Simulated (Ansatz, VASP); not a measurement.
# Cross-check of SrCl2 between VASP and Ansatz, part 2 of 2

One calculation is typed for both programs; each brings its own data sets and cutoff. How far apart do they land? The cell is taken from a series of VASP runs on this material, whose earlier steps may have relaxed, scaled or displaced it; both programs get it as it stands.

VASP 6.6.1 and Ansatz 0.2.0.

So far. Step 2 (VASP: single point, PBE with D3(BJ)): The run ends at a pressure of -0.02 GPa. Step 3 (Ansatz: single point, PBE with D3(BJ)): The run ends at a pressure of -0.09 GPa.

**5. VASP: band structure, PBE with D3(BJ)**

Level of this step: PBE with D3(BJ); plane waves and PAW (Sr_sv, Cl) (VASP).

Levels along a path test the potential and the projectors away from the mesh points.

INCAR

```
SYSTEM = SrCl2
PREC = Accurate
ENCUT = 400
EDIFF = 1E-06
NELM = 100
ISMEAR = 0
SIGMA = 0.05
LREAL = .FALSE.
ALGO = Normal
GGA = PE
IVDW = 12
LORBIT = 11
LWAVE = .FALSE.
LCHARG = .FALSE.
```

POSCAR

```
SrCl2
1.0
    0.0000000000      3.4811735938      3.4811735938
    3.4811735938      0.0000000000      3.4811735938
    3.4811735938      3.4811735938      0.0000000000
Sr Cl
1 2
Direct
    0.0000000000      0.0000000000      0.0000000000
    0.7500000000      0.7500000000      0.7500000000
    0.2500000000      0.2500000000      0.2500000000
```

KPOINTS

```
Automatic mesh
0
Gamma
6 6 6
0 0 0
```

KPOINTS_OPT

```
Line mode
16
Line-mode
Reciprocal
  0.00000000   0.00000000   0.00000000 GAMMA
  0.50000000   0.00000000   0.50000000 X

  0.50000000   0.00000000   0.50000000 X
  0.50000000   0.25000000   0.75000000 W

  0.50000000   0.25000000   0.75000000 W
  0.37500000   0.37500000   0.75000000 K

  0.37500000   0.37500000   0.75000000 K
  0.00000000   0.00000000   0.00000000 GAMMA

  0.00000000   0.00000000   0.00000000 GAMMA
  0.50000000   0.50000000   0.50000000 L

  0.50000000   0.50000000   0.50000000 L
  0.62500000   0.25000000   0.62500000 U

  0.62500000   0.25000000   0.62500000 U
  0.50000000   0.25000000   0.75000000 W

  0.50000000   0.25000000   0.75000000 W
  0.50000000   0.50000000   0.50000000 L

  0.50000000   0.50000000   0.50000000 L
  0.37500000   0.37500000   0.75000000 K

  0.62500000   0.25000000   0.62500000 U
  0.50000000   0.00000000   0.50000000 X
```

PAW data sets: Sr_sv and Cl (PBE family, release 64).

Started as:

```console
$ mpirun -np 1 vasp_std
```

Numbers of over 12 decimals in the logs are rounded to 6 here.

Output:

```text
[... set-up lines as in an earlier step ...]
 entering main loop
       N       E                     dE             d eps       ncg     rms          rms(c)
[... 14 cycles as in an earlier step ...]
   1 F= -.13444285E+02 E0= -.13444285E+02  d E =-.795760E-14
 Start KPOINTS_OPT (optional k-point list driver)
k-point batch [1-16\160]
       N       E                     dE             ncg
DAV:   1    -0.113379410175E+04   -0.65135E+04      512
DAV:   2    -0.334158587333E+04   -0.22078E+04      688
DAV:   3    -0.346658663615E+04   -0.12500E+03      688
DAV:   4    -0.347035992847E+04   -0.37733E+01      896
DAV:   5    -0.347038069260E+04   -0.20764E-01      696
DAV:   6    -0.347038121932E+04   -0.52672E-03      776
DAV:   7    -0.347038122829E+04   -0.89703E-05      768
DAV:   8    -0.347038122841E+04   -0.12150E-06      608
[...]
k-point batch [145-160\160]
       N       E                     dE             ncg
DAV:   1    -0.118232728433E+04   -0.11117E+05      512
DAV:   2    -0.334478896847E+04   -0.21625E+04      680
DAV:   3    -0.346262708837E+04   -0.11784E+03      752
DAV:   4    -0.346639120428E+04   -0.37641E+01      872
DAV:   5    -0.346643572078E+04   -0.44516E-01      760
DAV:   6    -0.346643628094E+04   -0.56017E-03      768
DAV:   7    -0.346643630392E+04   -0.22978E-04      816
DAV:   8    -0.346643630423E+04   -0.31344E-06      608
```

OUTCAR, selected parts (step 5):

```text
 Edisp (eV)   -0.66858

[... 6 parts as in an earlier step ...]

[... 1 further part left out ...]
[key lines of the parts left out:]
E-fermi :   0.4427
```

The run ends at a pressure of -0.02 GPa.

**6. Ansatz: band structure, PBE with D3(BJ)**

The same cell, functional, mesh and smearing now go to Ansatz, which takes its cutoff from its data sets.

The cell is taken from a series of VASP runs on this material, whose earlier steps may have relaxed, scaled or displaced it; both programs get it as it stands.

input.yaml

```yaml
crystal:
  lattice:
    - [0.0, 3.4811735938, 3.4811735938]
    - [3.4811735938, 0.0, 3.4811735938]
    - [3.4811735938, 3.4811735938, 0.0]
  atoms:
    - { symbol: Sr, position: [0.0, 0.0, 0.0] }
    - { symbol: Cl, position: [0.75, 0.75, 0.75] }
    - { symbol: Cl, position: [0.25, 0.25, 0.25] }
hamiltonian:
  xc: pbe
  pseudopotentials: { kind: paw }
  dispersion: d3bj
kpoints:
  mp_grid: { grid: [6, 6, 6] }
  band_path:
    path:
      - [0.0, 0.0, 0.0]
      - [0.16667, 0.0, 0.16667]
      - [0.33333, 0.0, 0.33333]
      - [0.5, 0.0, 0.5]
      - [0.5, 0.08333, 0.58333]
      - [0.5, 0.18333, 0.68333]
      - [0.5, 0.25, 0.75]
      - [0.45, 0.3, 0.75]
      - [0.40833, 0.34167, 0.75]
      - [0.35, 0.35, 0.7]
      - [0.225, 0.225, 0.45]
      - [0.075, 0.075, 0.15]
      - [0.03333, 0.03333, 0.03333]
      - [0.23333, 0.23333, 0.23333]
      - [0.4, 0.4, 0.4]
      - [0.51667, 0.46667, 0.51667]
      - [0.55833, 0.38333, 0.55833]
      - [0.60833, 0.28333, 0.60833]
      - [0.60833, 0.25, 0.64167]
      - [0.55833, 0.25, 0.69167]
      - [0.51667, 0.25, 0.73333]
      - [0.5, 0.3, 0.7]
      - [0.5, 0.38333, 0.61667]
      - [0.5, 0.48333, 0.51667]
      - [0.475, 0.475, 0.55]
      - [0.425, 0.425, 0.65]
      - [0.38333, 0.38333, 0.73333]
      - [0.59167, 0.18333, 0.59167]
      - [0.55, 0.1, 0.55]
      - [0.5, 0.0, 0.5]
    npoints: 1
scf:
  occupations: { method: gaussian, width: 0.05 }
  n_extra_bands: 7
output:
  forces: true
  stress: true
  eigenvalues: true
```

Started as:

```console
$ ansatz run input.yaml --threads 2 --pin off --max-ram 4608MiB --backend cpu --events-out ev --progress --plain --runs-dir out
```

Output:

```text
[...]
Crystal: 3 atoms, lattice volume = 84.374 Å³
Basis set: ecut = 420 eV, 1639 PW (Γ), exchange–correlation on 72×72×72 points (8 copies of the dense FFT grid, shifted against one another)
Bands: 19, of which v1, the nominal top of the filled ones, is band 12 counted from 1 (11 counted from 0)
Symmetry: 48 space group operations
[...]
k-points: 16 of 216
[...]
k-point 0: bands = [... 8 lower, 1.0185, 2.8211, 2.8211, 2.8211, 8.5251, 9.2584, 9.2584, 12.1396, ... 3 higher]
  k-point 1: bands = [... 8 lower, 1.2059, 2.5091, 2.6712, 2.6712, 9.1183, 9.4697, 9.4697, 11.1718, ... 3 higher]
  k-point 2: bands = [... 8 lower, 1.5622, 1.9868, 2.3393, 2.3393, 9.7968, 9.7968, 10.0101, 11.1922, ... 3 higher]
  k-point 15: bands = [... 8 lower, 1.5928, 2.3251, 2.8169, 3.0869, 9.1280, 10.2885, 10.4390, 10.6075, ... 3 higher]
[key lines of the parts left out:]
SCF converged after 6 iterations
Free energy (F): -5711.390007 eV
Fermi energy:    5.841612 eV
P = ⅓ Tr σ = -0.0867 GPa (-0.867 kbar)
```

The job ended after 3.2 s (2 threads of Intel Xeon Platinum 8488C (Sapphire Rapids), shared host; peak memory 0.38 GiB; 2.3 s of CPU time).

**7. Differences**

Compared:

```tsv
quantity	Ansatz	VASP	difference
pressure (GPa)	-0.09	-0.02	-0.07
gap over the path points (eV)	5.367	5.359	+0.009
```

Levels at points of the path, from each program's valence-band top (eV; 4 filled, then empty):

```tsv
k (reciprocal lattice)	Ansatz	VASP
0.000 0.000 0.000	-2.14 -0.34 -0.34 -0.34 5.37 6.10	-2.15 -0.34 -0.34 -0.34 5.36 6.09
0.167 0.000 0.167	-1.69 -1.11 -0.32 -0.32 5.99 6.36	-1.70 -1.11 -0.33 -0.33 5.98 6.35
0.333 0.000 0.333	-1.97 -0.65 -0.35 -0.35 5.81 7.06	-1.98 -0.66 -0.36 -0.36 5.81 7.05
0.500 0.000 0.500	-1.89 -0.40 -0.40 0.00 5.51 7.07	-1.89 -0.41 -0.41 0.00 5.50 7.05
0.500 0.083 0.583	-1.80 -0.52 -0.38 -0.02 5.64 7.08	-1.81 -0.53 -0.39 -0.02 5.63 7.07
0.500 0.183 0.683	-1.50 -0.91 -0.33 -0.08 6.05 7.15	-1.51 -0.91 -0.34 -0.08 6.04 7.14
0.500 0.250 0.750	-1.22 -1.22 -0.31 -0.10 6.24 7.03	-1.22 -1.22 -0.32 -0.10 6.23 7.01
0.450 0.300 0.750	-1.45 -0.99 -0.35 -0.11 6.12 7.15	-1.46 -0.99 -0.36 -0.11 6.12 7.13
0.408 0.342 0.750	-1.64 -0.80 -0.46 -0.11 6.00 7.16	-1.64 -0.81 -0.47 -0.11 5.99 7.15
0.350 0.350 0.700	-1.66 -0.84 -0.60 -0.15 6.07 7.21	-1.67 -0.84 -0.60 -0.15 6.06 7.20
```

Among the levels compared at these points, filled levels agree within 8 meV and empty ones within 17 meV.

**8. Results**

* difference in gap on the k mesh (single point, PBE with D3(BJ)): 0.0087 eV
* difference in gap over the path points (band structure, PBE with D3(BJ)): 0.0087 eV

The difference in gap on the k mesh is 0.0087 eV (single point, PBE with D3(BJ)), within the 0.08 eV picked in this series as the mark of a large difference. 1 further run of this series is not shown here. How closely two codes agree says nothing of how well the functional describes the real material.

[Lines on the potential files, build, host, timing and source positions are cut from VASP's logs without a mark.]

[Logs are printed without paths, hosts, clocks, repeated set-up lines and the standing remarks that a program may print on its own settings, such as how far it seeks lower states.]

[Hosts, paths, dates, database ids (printed as entryN), source tags and the programs' standing remarks are cut or masked in the printed files.]
